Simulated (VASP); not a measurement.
The input files of a VASP run:

File POSCAR:
```
AlN
1.0
  0.0000000000   2.1900000000   2.1900000000
  2.1900000000   0.0000000000   2.1900000000
  2.1900000000   2.1900000000   0.0000000000
Al N
1 1
Cartesian
  0.0000000000   0.0000000000   0.0000000000
  1.0950000000   1.0950000000   1.0950000000
```

INCAR:
```
! general
SYSTEM = AlN
PREC   = Accurate
ENCUT  = 520   ! plane-wave cut-off (eV)
LREAL  = .FALSE.   ! projection in real space or not
LASPH  = .TRUE.   ! aspherical one-centre terms

! electronic loop
EDIFF  = 1E-6   ! SCF stop (eV)
NELM   = 100
ALGO   = Normal   ! blocked Davidson

! smearing
ISMEAR = 0   ! Gaussian
SIGMA  = 0.05   ! width (eV)

! functional
GGA    = PE   ! PBE
IVDW   = 13

! ions
IBRION = 2
NSW    = 60
ISIF   = 3   ! ions, shape and volume
EDIFFG = -0.01   ! ionic stop

! output
LWAVE  = .FALSE.
LCHARG = .FALSE.
```

### KPOINTS
```
Automatic mesh
0
Gamma
9 9 9
0 0 0
```

POTCAR, in this order: Al N (PBE.64 set). Program: vasp_std.

**Question.** Write an equivalent input for Ansatz.

**Answer.** One equivalent input (not run):
Ansatz 0.2 input:
```yaml
crystal:
  lattice:
    - [0.0000000, 2.1900000, 2.1900000]
    - [2.1900000, 0.0000000, 2.1900000]
    - [2.1900000, 2.1900000, 0.0000000]
  atoms:
    - { symbol: Al, position: [0.0000000, 0.0000000, 0.0000000] }
    - { symbol: N, position: [0.2500000, 0.2500000, 0.2500000] }
kpoints:
  mp_grid: { grid: [9, 9, 9] }
hamiltonian:
  xc: pbe
  dispersion: d4
  pseudopotentials: { kind: paw }
scf:
  occupations: { method: gaussian, width: 0.05 }
  max_iter: 100
relax:
  max_steps: 60
  f_tol: 0.01
  cell: {}
output: { forces: true, stress: true, eigenvalues: true }
```
The two are equivalent in intent, not identical: each code has its own PAW files, so the cut-off isn't converted (ENCUT is set for VASP's; basis.ecutwfc is left out, and Ansatz then takes the one that its files recommend); Ansatz stops its SCF on the density residual and VASP on the energy change (EDIFF).

The compound is AlN in the zinc blende structure, a metastable form; wurtzite is the usual one. This run relaxes it. Symmetry was kept, so distortions that lower it aren't found.
